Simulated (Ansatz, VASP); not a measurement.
# Ba2Sn: VASP beside Ansatz

One calculation is typed for both programs; each brings its own data sets. How far apart do they land? The cell is generated by rule, not measured, and may not be a known phase. The cell is taken from a series of runs on this material, whose earlier steps may have relaxed, scaled, displaced or heated it; both programs get it as it stands.

Calculated with Ansatz 0.2.0; plane waves, with VASP 6.6.1 beside it; zone-centre phonons at PBEsol.

The structure was built from a prototype and need not be the compound's stable phase.

## 1. Starting point

Symmetry: P4/nmm, No. 129, tetragonal system. The conventional cell has a = 5.319 Å, b = 5.319 Å, c = 8.957 Å, α = 90.00°, β = 90.00°, γ = 90.00°. Sn has 5 Ba at 3.40 to 3.49 Å nearest. Ba has 1 Sn at 3.40 Å nearest. Nearest to Ba lie 4 Sn at 3.49 Å and 4 Ba at 3.76 Å. Farther neighbours are not listed.

## 2. VASP: zone-centre phonons, PBEsol

Second derivatives magnify differences that forces hide, and they need a tight electronic threshold.

Lines of VASP's logs that name or quote its potential files are left out, and so is its time.

File INCAR:

```
SYSTEM = Ba2Sn
PREC = Accurate
ENCUT = 500
EDIFF = 1E-08
NELM = 120
ISMEAR = 1
SIGMA = 0.15
LREAL = .FALSE.
ALGO = Normal
GGA = PS
NBANDS = 42
LORBIT = 11
LWAVE = .FALSE.
LCHARG = .FALSE.
ISIF = 2
IBRION = 8
LASPH = .TRUE.
GGA_COMPAT = .FALSE.
KPAR = 2
```

File POSCAR:

```
Ba2Sn
1.0
    5.3185163762      0.0000000000      0.0000036704
    0.0000000000      8.9570310242      0.0000000000
    0.0000036704      0.0000000000      5.3185163762
Sn Ba
2 4
Direct
    0.1691400296      0.0030374031      0.1691400296
    0.6691400296      0.4969625969      0.6691400296
    0.1691420996      0.3822695584      0.1691420996
    0.6691458242      0.7500000000      0.1691458242
    0.6691420996      0.1177304416      0.6691420996
    0.1691458242      0.7500000000      0.6691458242
```

File KPOINTS:

```
Automatic mesh
0
Gamma
4 4 4
0 0 0
```

The projector-augmented-wave data sets are Sn_d and Ba_sv (PBE family, release 64).

The run is started by

```console
$ mpirun -np 2 vasp_std
```

Numbers of over 12 decimals in the logs are rounded to 6 here.

Log:

```text
[banner, memory and clock lines left out]
running    2 mpi-ranks, on    1 nodes
 distrk:  each k-point on    1 cores,    2 groups
 distr:  one band on    1 cores,    1 groups

 POSCAR found type information on POSCAR SnBa
 POSCAR found :  2 types and       6 ions
|                                                                             |
|               ----> ADVICE to this user running VASP <----                  |
|                                                                             |
|     You enforced a specific xc type in the INCAR file but a different       |
|     [... a line on the potential file left out ...]
|     I HOPE YOU KNOW WHAT YOU ARE DOING!                                     |
|                                                                             |

 LDA part: xc-table for (Slater+PW92), standard interpolation
 POSCAR, INCAR and KPOINTS ok, starting setup
 FFT: planning ... GRIDC
 FFT: planning ... GRID_SOFT
 FFT: planning ... GRID
 WAVECAR not read
 entering main loop
       N       E                     dE             d eps       ncg     rms          rms(c)
DAV:   1     0.730484600478E+03    0.73048E+03   -0.29454E+04  1772   0.164E+03
DAV:   2     0.824332066477E+02   -0.64805E+03   -0.63054E+03  1980   0.420E+02
DAV:   3    -0.135335994298E+02   -0.95967E+02   -0.93788E+02  2186   0.167E+02
DAV:   4    -0.209194016294E+02   -0.73858E+01   -0.73017E+01  2528   0.434E+01
DAV:   5    -0.212805335757E+02   -0.36113E+00   -0.36054E+00  2616   0.871E+00    0.718E+00
DAV:   6    -0.205116734215E+02    0.76886E+00   -0.16774E+00  2362   0.387E+00    0.401E+00
DAV:   7    -0.204078029071E+02    0.10387E+00   -0.96075E-01  2272   0.397E+00    0.979E-01
DAV:   8    -0.204073267876E+02    0.47612E-03   -0.15519E-01  2294   0.147E+00    0.517E-01
DAV:   9    -0.204073097682E+02    0.17019E-04   -0.12579E-02  2320   0.444E-01    0.174E-01
DAV:  10    -0.204074740082E+02   -0.16424E-03   -0.20857E-03  2302   0.218E-01    0.756E-02
DAV:  11    -0.204075944472E+02   -0.12044E-03   -0.29195E-04  2256   0.998E-02    0.204E-02
DAV:  12    -0.204075980366E+02   -0.35894E-05   -0.44741E-05  2510   0.436E-02    0.560E-03
DAV:  13    -0.204075985701E+02   -0.53347E-06   -0.35249E-06  2320   0.830E-03    0.303E-03
DAV:  14    -0.204075984364E+02    0.13372E-06   -0.41080E-07  2520   0.271E-03    0.758E-04
DAV:  15    -0.204075983440E+02    0.92362E-07   -0.11218E-07  1968   0.119E-03    0.305E-04
DAV:  16    -0.204075983589E+02   -0.14897E-07   -0.27208E-08  1608   0.846E-04    0.832E-05
DAV:  17    -0.204075983677E+02   -0.88485E-08   -0.28923E-09  1296   0.330E-04
   1 F= -.20407598E+02 E0= -.20408648E+02  d E =0.314786E-02
 Linear response reoptimize wavefunctions to high precision
DAV:   1    -0.204075983659E+02    0.18354E-08   -0.62284E-10  1280   0.194E-04
DAV:   2    -0.204075983661E+02   -0.21555E-09   -0.25327E-10  1272   0.104E-04
DAV:   3    -0.204075983660E+02    0.15007E-09   -0.12717E-10  1272   0.807E-05
 Linear response DOF=           6
 Linear response progress:
  Degree of freedom:   1/  6
       N       E                     dE             d eps       ncg     rms          rms(c)
RMM:   1    -0.219976634814E+00   -0.21998E+00    0.64407E-01  4304   0.667E+00
RMM:   2    -0.224696068287E+00   -0.47194E-02   -0.15771E-02  5135   0.436E-01    0.510E-02
RMM:   3    -0.224928975435E+00   -0.23291E-03   -0.16610E-03  6044   0.139E-01    0.329E-02
RMM:   4    -0.225078754760E+00   -0.14978E-03   -0.22021E-04  5606   0.580E-02    0.986E-03
RMM:   5    -0.225100845089E+00   -0.22090E-04   -0.37591E-05  6034   0.206E-02    0.454E-03
RMM:   6    -0.225073338094E+00    0.27507E-04   -0.10007E-05  5977   0.931E-03    0.146E-03
RMM:   7    -0.225082161637E+00   -0.88235E-05   -0.23446E-06  6082   0.396E-03    0.106E-03
RMM:   8    -0.225071472516E+00    0.10689E-04   -0.14584E-06  6322   0.174E-03    0.242E-04
RMM:   9    -0.225070837239E+00    0.63528E-06   -0.33117E-07  6362   0.793E-04    0.142E-04
RMM:  10    -0.225070047792E+00    0.78945E-06   -0.14326E-07  6606   0.424E-04    0.450E-05
RMM:  11    -0.225070175916E+00   -0.12812E-06    0.36308E-08  6636   0.277E-04    0.216E-05
RMM:  12    -0.225070219107E+00   -0.43191E-07   -0.94377E-08  6509   0.208E-04    0.112E-05
RMM:  13    -0.225070200200E+00    0.18907E-07   -0.65089E-08  6889   0.175E-04    0.598E-06
RMM:  14    -0.225070186750E+00    0.13450E-07   -0.27706E-08  6811   0.160E-04    0.334E-06
RMM:  15    -0.225070186859E+00   -0.10864E-09   -0.32939E-08  6628   0.153E-04    0.176E-06
 first order change of Fermi-energy   0.97777E-04
 force on displaced ion       1 direction 1 :  -2.046  -0.010   0.002
 Linear response progress:
  Degree of freedom:   2/  6
       N       E                     dE             d eps       ncg     rms          rms(c)
RMM:   1    -0.225061053533E+00   -0.22506E+00    0.49048E-01  2745   0.623E+00
[...]
RMM:  27    -0.213298211801E+00   -0.31018E-09   -0.10915E-07  7043   0.223E-04    0.459E-07
RMM:  28    -0.213298211765E+00    0.35598E-10   -0.10725E-07  7038   0.223E-04    0.296E-07
RMM:  29    -0.213298211735E+00    0.30566E-10   -0.11076E-07  7085   0.223E-04    0.469E-07
RMM:  30    -0.213298211200E+00    0.53459E-09   -0.99212E-08  7080   0.223E-04    0.359E-07
 first order change of Fermi-energy  -0.86777E-04
[...]
RMM:   2    -0.225806611863E+00   -0.65703E-02   -0.51214E-02  3814   0.599E-01    0.703E-02
RMM:   3    -0.226010669233E+00   -0.20406E-03   -0.36106E-03  3771   0.236E-01    0.478E-02
RMM:   4    -0.226132793801E+00   -0.12212E-03   -0.79724E-04  4064   0.878E-02    0.235E-02
RMM:   5    -0.226235234491E+00   -0.10244E-03   -0.10008E-04  4026   0.331E-02    0.842E-03
RMM:   6    -0.226292489187E+00   -0.57255E-04   -0.22840E-05  3972   0.170E-02    0.231E-03
RMM:   7    -0.226294944471E+00   -0.24553E-05   -0.66722E-06  3946   0.899E-03    0.143E-03
RMM:   8    -0.226305192637E+00   -0.10248E-04   -0.10013E-06  4310   0.378E-03    0.367E-04
RMM:   9    -0.226306322487E+00   -0.11299E-05   -0.36114E-07  4310   0.176E-03    0.175E-04
RMM:  10    -0.226305843471E+00    0.47902E-06    0.42138E-07  4312   0.924E-04    0.874E-05
[... 100 further cycles ...]
RMM: 111    -0.226306359570E+00    0.36841E-09    0.23118E-07  5010   0.183E-04    0.359E-07
RMM: 112    -0.226306359987E+00   -0.41766E-09    0.25850E-07  5006   0.183E-04    0.200E-07
RMM: 113    -0.226306359385E+00    0.60296E-09    0.22430E-07  5001   0.183E-04    0.329E-07
RMM: 114    -0.226306359977E+00   -0.59288E-09    0.24230E-07  5015   0.183E-04    0.172E-07
RMM: 115    -0.226306359500E+00    0.47702E-09    0.22841E-07  5003   0.183E-04    0.313E-07
RMM: 116    -0.226306359985E+00   -0.48451E-09    0.24200E-07  5007   0.183E-04    0.167E-07
RMM: 117    -0.226306359352E+00    0.63259E-09    0.23635E-07  5008   0.183E-04    0.307E-07
RMM: 118    -0.226306359887E+00   -0.53507E-09    0.25397E-07  5006   0.183E-04    0.171E-07
RMM: 119    -0.226306359478E+00    0.40926E-09    0.22615E-07  5004   0.183E-04    0.308E-07
RMM: 120    -0.226306360070E+00   -0.59203E-09    0.23718E-07  5014   0.183E-04    0.176E-07
 first order change of Fermi-energy   0.10937E+00
 force on displaced ion       3 direction 2 :   0.001  -3.476   0.001
 Linear response progress:
  Degree of freedom:   5/  6
       N       E                     dE             d eps       ncg     rms          rms(c)
RMM:   1    -0.204565926232E+00   -0.20457E+00    0.36715E-01  5694   0.167E+00
RMM:   2    -0.212419923620E+00   -0.78540E-02   -0.50404E-02  5870   0.472E-01    0.673E-02
RMM:   3    -0.212467114284E+00   -0.47191E-04   -0.47963E-03  6113   0.178E-01    0.489E-02
RMM:   4    -0.212635840189E+00   -0.16873E-03   -0.89784E-04  6016   0.875E-02    0.136E-02
RMM:   5    -0.212700722326E+00   -0.64882E-04   -0.16880E-04  6123   0.333E-02    0.783E-03
RMM:   6    -0.212764565882E+00   -0.63844E-04   -0.34046E-05  6343   0.151E-02    0.134E-03
RMM:   7    -0.212771027173E+00   -0.64613E-05   -0.10936E-05  6404   0.713E-03    0.880E-04
RMM:   8    -0.212779228518E+00   -0.82013E-05   -0.21276E-06  6602   0.340E-03    0.168E-04
RMM:   9    -0.212778564646E+00    0.66387E-06   -0.77933E-07  6637   0.158E-03    0.125E-04
RMM:  10    -0.212778652966E+00   -0.88321E-07   -0.12885E-06  6645   0.856E-04    0.608E-05
RMM:  11    -0.212779265048E+00   -0.61208E-06   -0.10754E-06  6651   0.513E-04    0.324E-05
RMM:  12    -0.212779161786E+00    0.10326E-06   -0.14603E-06  6553   0.358E-04    0.181E-05
RMM:  13    -0.212779291949E+00   -0.13016E-06   -0.13845E-06  6615   0.283E-04    0.775E-06
RMM:  14    -0.212779368431E+00   -0.76482E-07   -0.13926E-06  6662   0.249E-04    0.453E-06
[...]
RMM:  40    -0.212779372642E+00    0.10603E-09   -0.13748E-06  7435   0.209E-04    0.208E-06
RMM:  41    -0.212779372775E+00   -0.13366E-09   -0.13958E-06  7480   0.209E-04    0.171E-06
RMM:  42    -0.212779372565E+00    0.21054E-09   -0.13816E-06  7460   0.209E-04    0.207E-06
RMM:  43    -0.212779372783E+00   -0.21797E-09   -0.14095E-06  7507   0.209E-04    0.172E-06
RMM:  44    -0.212779372730E+00    0.52379E-10   -0.13856E-06  7486   0.209E-04    0.207E-06
RMM:  45    -0.212779372488E+00    0.24208E-09   -0.14295E-06  7536   0.209E-04    0.171E-06
RMM:  46    -0.212779372683E+00   -0.19481E-09   -0.13911E-06  7517   0.209E-04    0.207E-06
RMM:  47    -0.212779372580E+00    0.10346E-09   -0.13852E-06  7553   0.209E-04    0.174E-06
 first order change of Fermi-energy   0.47770E-05
 force on displaced ion       4 direction 1 :  -3.027   0.002  -0.002
 Linear response progress:
  Degree of freedom:   6/  6
       N       E                     dE             d eps       ncg     rms          rms(c)
RMM:   1    -0.221578746774E+00   -0.22158E+00    0.37044E-01  5016   0.198E+00
RMM:   2    -0.227638860138E+00   -0.60601E-02   -0.51317E-02  5741   0.692E-01    0.704E-02
RMM:   3    -0.227538322729E+00    0.10054E-03   -0.48499E-03  5747   0.261E-01    0.518E-02
RMM:   4    -0.227642884024E+00   -0.10456E-03   -0.62486E-04  5721   0.104E-01    0.156E-02
RMM:   5    -0.227701205082E+00   -0.58321E-04   -0.14447E-04  5999   0.421E-02    0.103E-02
RMM:   6    -0.227763723357E+00   -0.62518E-04   -0.27996E-05  5725   0.210E-02    0.229E-03
RMM:   7    -0.227775820710E+00   -0.12097E-04   -0.95337E-06  6302   0.972E-03    0.127E-03
RMM:   8    -0.227785153765E+00   -0.93331E-05   -0.13829E-06  6465   0.429E-03    0.383E-04
RMM:   9    -0.227787552280E+00   -0.23985E-05   -0.71483E-07  6797   0.187E-03    0.122E-04
RMM:  10    -0.227786972476E+00    0.57980E-06   -0.28523E-07  6575   0.915E-04    0.667E-05
RMM:  11    -0.227787073462E+00   -0.10099E-06   -0.49710E-07  6831   0.500E-04    0.283E-05
RMM:  12    -0.227787027138E+00    0.46325E-07   -0.22331E-07  6608   0.318E-04    0.121E-05
RMM:  13    -0.227787066711E+00   -0.39573E-07   -0.26693E-07  6471   0.244E-04    0.700E-06
RMM:  14    -0.227787134080E+00   -0.67369E-07   -0.13753E-07  6392   0.217E-04    0.546E-06
[...]
RMM:  19    -0.227787118155E+00    0.36453E-09   -0.17446E-07  6630   0.189E-04    0.140E-06
RMM:  20    -0.227787119361E+00   -0.12063E-08   -0.19168E-07  6744   0.188E-04    0.167E-06
RMM:  21    -0.227787118773E+00    0.58856E-09   -0.15589E-07  6773   0.188E-04    0.110E-06
RMM:  22    -0.227787118583E+00    0.18935E-09   -0.14740E-07  6866   0.187E-04    0.122E-06
RMM:  23    -0.227787119700E+00   -0.11167E-08   -0.17188E-07  6909   0.187E-04    0.977E-07
RMM:  24    -0.227787120451E+00   -0.75052E-09   -0.17562E-07  6986   0.187E-04    0.814E-07
RMM:  25    -0.227787120364E+00    0.86483E-10   -0.13818E-07  6995   0.187E-04    0.103E-06
RMM:  26    -0.227787120266E+00    0.98498E-10   -0.16465E-07  7029   0.186E-04    0.958E-07
 first order change of Fermi-energy  -0.12280E-04
 force on displaced ion       4 direction 2 :  -0.002  -2.318  -0.001
 Linear response finished
```

[end of part 1 of 3]

[Lines on the potential files, build, host, timing and source positions are cut from VASP's logs without a mark.]

[Logs are printed without paths, hosts, clocks, repeated set-up lines and the standing remarks that a program may print on its own settings, such as how far it seeks lower states.]

[Hosts, paths, dates, database ids (printed as entryN), source tags and the programs' standing remarks are cut or masked in the printed files.]
